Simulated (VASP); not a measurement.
Level of theory: HSE06 screened hybrid, VASP's PBE PAW potentials (set 64) (plane waves; VASP 6.6.1).

Input for VASP

**POSCAR**
```
B33N31
7.2488850
  0.9999999760   0.0000000000   0.0000000000
  0.0000000000   0.9999999760   0.0000000000
  0.0000000000   0.0000000000   0.9999999760
B N
33 31
direct
  0.4975787721   0.9992301522   0.9994948575
  0.7491430456   0.2491601453   0.9995693128
  0.7493434829   0.0003000559   0.2504888389
  0.9994343299   0.0002143433   0.0005574012
  0.2472295826   0.2499338478   0.9984005089
  0.4989352003   0.4994387432   0.9998198127
  0.7504784675   0.7519479761   0.9990341098
  0.2482242226   0.9991208216   0.2494174065
  0.4853681937   0.2475311540   0.2401967887
  0.6368767066   0.3523892605   0.3630407178
  0.7590627861   0.5138630928   0.2408587154
  0.5000848161   0.0012768908   0.4998608430
  0.7595645807   0.2476572655   0.5148045797
  0.7505476986   0.9990800470   0.7517639087
  0.0008033233   0.5023881219   0.9991628058
  0.2491386419   0.7507634209   0.0004896692
  0.0003013213   0.2492026983   0.2507929624
  0.2478043854   0.4984688284   0.2490761686
  0.5006747865   0.7516342670   0.2499153660
  0.0003283592   0.9993320935   0.5023181174
  0.2481318660   0.2487428238   0.4988149114
  0.4828155601   0.5167453106   0.5172702158
  0.7500287998   0.7516781749   0.4992435829
  0.2493115122   0.0004262287   0.7506027536
  0.5010422614   0.2487388235   0.7518628322
  0.7509002880   0.4985041471   0.7522314470
  0.0009139173   0.7519692092   0.2494435548
  0.0001046674   0.4994055394   0.5009657574
  0.2474302302   0.7526108781   0.5026588430
  0.0015914847   0.2498942098   0.7527293035
  0.2471329704   0.5026495916   0.7527490859
  0.4972488552   0.7526363610   0.7524981050
  0.9994083407   0.7507486268   0.7507656747
  0.6248330363   0.1227511023   0.1223943474
  0.8750900004   0.3739849375   0.1248348711
  0.8773201952   0.1229088711   0.3750451252
  0.1239576358   0.1243693945   0.1248096064
  0.3685033930   0.3747188864   0.1199880392
  0.6243780538   0.6270839961   0.1238198923
  0.8746363577   0.8751534020   0.1253216966
  0.3705268822   0.1225960279   0.3747980845
  0.8761076513   0.6270715539   0.3755513327
  0.6251231000   0.1226170776   0.6295194382
  0.8799686202   0.3747119239   0.6315264202
  0.8751940485   0.1243425408   0.8759963801
  0.1243766729   0.6256238392   0.1252598392
  0.3740428224   0.8744245523   0.1252020677
  0.1240899766   0.3750085177   0.3753779009
  0.3761117577   0.6231579109   0.3746034213
  0.6245186960   0.8758513578   0.3753740577
  0.1250407931   0.1245669205   0.6259890974
  0.3759936682   0.3739467644   0.6239598082
  0.6253647355   0.6232409657   0.6239362251
  0.8747336158   0.8744851468   0.6258445619
  0.3738851544   0.1245679143   0.8749025179
  0.6245333261   0.3750048448   0.8758471566
  0.8747075824   0.6256081062   0.8756258507
  0.1249947749   0.8739304924   0.3752306475
  0.1250435076   0.6254596324   0.6255986925
  0.3746452412   0.8749386591   0.6252496152
  0.1248585993   0.3746159734   0.8751169408
  0.3742684187   0.6254731244   0.8748757778
  0.6246774708   0.8738782932   0.8749371538
  0.1245897557   0.8748761198   0.8753284753
```

### KPOINTS
```
Automatic mesh
0
Gamma
1 1 1
0 0 0
```

### INCAR
```
# general
SYSTEM    =  B33N31
PREC      =  Normal
ENCUT     =  400
LREAL     =  Auto
LASPH     =  .True.
ISYM      =  0
NELECT    =  253.0

# electronic loop
EDIFF     =  1E-5
NELM      =  50
NELMIN    =  4
ALGO      =  Normal

# smearing
ISMEAR    =  0
SIGMA     =  0.05

# functional
GGA       =  PE
LHFCALC   =  .True.
AEXX      =  0.25
HFSCREEN  =  0.2
PRECFOCK  =  Fast

# spin
ISPIN     =  2
MAGMOM    =  64*0.0156
NUPDOWN   =  1

# ions
ISIF      =  0

# output
LWAVE     =  .False.
LCHARG    =  .False.
LORBIT    =  10
```

POTCAR, in this order: B N (PBE.64 set). Program: vasp_gam. Read from the step before: WAVECAR.

Output

OUTCAR:
```
 ion  position               nearest neighbor table
   1  0.498  0.999  0.999-  55 1.56  34 1.56  47 1.57  63 1.58
   2  0.749  0.249  1.000-  34 1.56  56 1.57  45 1.57  35 1.57
   3  0.749  0.000  0.250-  50 1.57  34 1.57  36 1.57  40 1.57
   4  0.999  0.000  0.001-  45 1.56  37 1.56  40 1.57  64 1.57
   5  0.247  0.250  0.998-  38 1.54  61 1.55  37 1.57  55 1.57
   6  0.499  0.499  1.000-  56 1.57  38 1.57  62 1.57  39 1.58
   7  0.750  0.752  0.999-  63 1.56  40 1.56  57 1.57  39 1.57
   8  0.248  0.999  0.249-  41 1.55  37 1.57  58 1.57  47 1.57
   9  0.485  0.248  0.240-  38 1.53  41 1.57  34 1.60  10 1.61
  10  0.637  0.352  0.363-   9 1.61  13 1.61  11 1.71  22 1.98
  11  0.759  0.514  0.241-  39 1.53  42 1.53  35 1.56  10 1.71
  12  0.500  0.001  0.500-  50 1.57  41 1.57  43 1.57  60 1.58
  13  0.760  0.248  0.515-  44 1.53  43 1.57  36 1.60  10 1.61
  14  0.751  0.999  0.752-  43 1.55  45 1.57  63 1.57  54 1.57
  15  0.001  0.502  0.999-  57 1.56  46 1.56  61 1.57  35 1.59
  16  0.249  0.751  0.000-  47 1.56  64 1.56  46 1.57  62 1.57
  17  0.000  0.249  0.251-  36 1.56  48 1.57  37 1.57  35 1.57
  18  0.248  0.498  0.249-  48 1.56  38 1.56  46 1.57  49 1.58
  19  0.501  0.752  0.250-  50 1.56  47 1.57  39 1.57  49 1.58
  20  0.000  0.999  0.502-  51 1.56  36 1.56  54 1.57  58 1.58
  21  0.248  0.249  0.499-  41 1.56  48 1.56  51 1.57  52 1.58
  22  0.483  0.517  0.517-  53 1.50  49 1.50  52 1.51  10 1.98
  23  0.750  0.752  0.499-  50 1.56  54 1.57  42 1.57  53 1.58
  24  0.249  0.000  0.751-  55 1.56  51 1.56  64 1.57  60 1.57
...
```

### OSZICAR
```
       N       E                     dE             d eps       ncg     rms          rms(c)
DAV:   1    -0.648001503762E+03   -0.64800E+03   -0.79653E+00   636   0.836E+00    0.271E+00
DAV:   2    -0.648034294980E+03   -0.32791E-01   -0.15600E-01   706   0.103E+00    0.174E+00
DAV:   3    -0.648011288204E+03    0.23007E-01   -0.33485E-02   736   0.509E-01    0.999E-01
DAV:   4    -0.648007045589E+03    0.42426E-02   -0.12129E-02   728   0.273E-01    0.573E-01
DAV:   5    -0.648005642765E+03    0.14028E-02   -0.14079E-03   706   0.105E-01    0.326E-01
DAV:   6    -0.648005148536E+03    0.49423E-03   -0.53840E-04   705   0.707E-02    0.173E-01
DAV:   7    -0.648005024652E+03    0.12388E-03   -0.15599E-04   705   0.366E-02    0.908E-02
DAV:   8    -0.648004985774E+03    0.38878E-04   -0.21146E-05   442   0.156E-02    0.511E-02
DAV:   9    -0.648004973832E+03    0.11941E-04   -0.11099E-05   417   0.110E-02    0.279E-02
DAV:  10    -0.648004970925E+03    0.29075E-05   -0.36195E-06   433   0.581E-03
   1 F= -.64800497E+03 E0= -.64800497E+03  d E =-.724677E-12  mag=     1.0000
```

OUTCAR:
```
------------------------ aborting loop because EDIFF is reached ----------------------------------------
  volume of cell :      380.90
      direct lattice vectors                 reciprocal lattice vectors
     7.248884826  0.000000000  0.000000000     0.137952254  0.000000000  0.000000000
     0.000000000  7.248884826  0.000000000     0.000000000  0.137952254  0.000000000
     0.000000000  0.000000000  7.248884826     0.000000000  0.000000000  0.137952254
  FREE ENERGIE OF THE ION-ELECTRON SYSTEM (eV)
  ---------------------------------------------------
  free  energy   TOTEN  =      -648.0049709248 eV

  energy  without entropy=     -648.0049709248  energy(sigma->0) =     -648.00497092

  exchange ACFDT corr.  =         0.00000000  see jH, gK, PRB 81, 115126

 total charge

# of ion       s       p       d       tot
------------------------------------------
    1        0.675   1.336   0.000   2.012
    2        0.673   1.338   0.000   2.012
    3        0.672   1.333   0.000   2.004
    4        0.675   1.345   0.000   2.021
    5        0.680   1.366   0.000   2.046
    6        0.670   1.326   0.000   1.996
    7        0.677   1.346   0.000   2.023
    8        0.677   1.349   0.000   2.026
    9        0.704   1.425   0.000   2.129
   10        0.830   1.298   0.000   2.128
   11        0.702   1.365   0.000   2.067
   12        0.669   1.323   0.000   1.992
   13        0.704   1.425   0.000   2.129
   14        0.677   1.349   0.000   2.026
   15        0.674   1.327   0.000   2.002
   16        0.674   1.340   0.000   2.015
   17        0.674   1.339   0.000   2.012
   18        0.672   1.331   0.000   2.003
   19        0.672   1.332   0.000   2.005
   20        0.675   1.336   0.000   2.011
   21        0.673   1.335   0.000   2.008
   22        0.719   1.318   0.000   2.037
   23        0.672   1.332   0.000   2.004
   24        0.675   1.342   0.000   2.017
   25        0.673   1.336   0.000   2.008
   26        0.672   1.332   0.000   2.003
   27        0.677   1.346   0.000   2.023
   28        0.670   1.326   0.000   1.996
   29        0.675   1.328   0.000   2.003
   30        0.680   1.366   0.000   2.046
   31        0.675   1.324   0.000   1.999
   32        0.675   1.328   0.000   2.003
   33        0.674   1.340   0.000   2.014
   34        1.232   2.681   0.000   3.912
   35        1.232   2.678   0.000   3.910
   36        1.232   2.680   0.000   3.911
   37        1.227   2.719   0.000   3.945
   38        1.229   2.736   0.000   3.965
   39        1.230   2.710   0.000   3.940
   40        1.227   2.717   0.000   3.944
   41        1.229   2.706   0.000   3.935
   42        1.229   2.710   0.000   3.940
   43        1.229   2.707   0.000   3.936
   44        1.229   2.736   0.000   3.965
   45        1.227   2.719   0.000   3.945
   46        1.227   2.719   0.000   3.946
   47        1.226   2.720   0.000   3.946
   48        1.226   2.721   0.000   3.947
   49        1.231   2.692   0.000   3.924
   50        1.226   2.720   0.000   3.946
   51        1.226   2.719   0.000   3.945
   52        1.232   2.689   0.000   3.921
   53        1.231   2.692   0.000   3.924
   54        1.226   2.720   0.000   3.946
   55        1.226   2.719   0.000   3.945
   56        1.226   2.721   0.000   3.947
   57        1.227   2.720   0.000   3.946
   58        1.232   2.710   0.000   3.942
   59        1.227   2.719   0.000   3.946
   60        1.227   2.716   0.000   3.943
   61        1.232   2.722   0.000   3.954
   62        1.227   2.719   0.000   3.946
   63        1.232   2.710   0.000   3.943
   64        1.227   2.715   0.000   3.942
--------------------------------------------------
tot         60.624 128.343   0.000 188.966

 magnetization (x)

# of ion       s       p       d       tot
------------------------------------------
    1        0.000   0.001   0.000   0.001
    2       -0.000  -0.001   0.000  -0.001
    3        0.000   0.000   0.000   0.001
    4       -0.000   0.001   0.000   0.000
    5        0.000  -0.000   0.000  -0.000
    6       -0.000  -0.000   0.000  -0.000
    7        0.001   0.008   0.000   0.009
    8       -0.000   0.005   0.000   0.005
    9        0.003   0.030   0.000   0.033
   10        0.013   0.272   0.000   0.284
   11        0.018   0.153   0.000   0.172
   12       -0.000  -0.001   0.000  -0.001
   13        0.003   0.030   0.000   0.033
   14       -0.000   0.005   0.000   0.005
   15        0.001   0.009   0.000   0.010
   16       -0.000   0.000   0.000   0.000
   17       -0.000  -0.001   0.000  -0.001
   18       -0.000   0.000   0.000   0.000
   19       -0.000   0.000   0.000   0.000
   20        0.000   0.001   0.000   0.001
   21       -0.000  -0.001   0.000  -0.001
...
```
(Selected blocks of OUTCAR.)

The cell is charged, with a uniform compensating background. The supercell is sampled at Γ alone, which is coarse: total energies, pressure and levels can be off, energies of defects by several tenths of an eV.

The cell is a supercell with a defect, built from BN (zinc blende): B_N, charge +1. The cell's shape comes from a PBE relaxation.
